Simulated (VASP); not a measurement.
Input:

```
CSi
1.0
    0.00000     2.22360     2.22360
    2.22360     0.00000     2.22360
    2.22360     2.22360     0.00000
Si C
1 1
Direct
  0.00000   0.00000   0.00000
  0.25000   0.25000   0.25000
```

All values below come from PBE GGA with D4 dispersion, VASP's PBE PAW potentials (set 64) (plane waves; VASP 6.6.1). Run with 520 eV cut-off, 9×9×9 Γ-centred mesh, Gaussian smearing of 0.050 eV, potentials Si C.

Task: Give the stress tensor in GPa (positive for a compressed cell).

Result: 
```
-12.57    0.00    0.00
  0.00  -12.57    0.00
  0.00    0.00  -12.57
```
The pressure is its mean diagonal, -12.57 GPa.

The compound is SiC in the zinc blende structure. The cell was not relaxed at this level. The run is one of a series of settings (IVDW = 13 against the base run), some of them coarse on purpose.
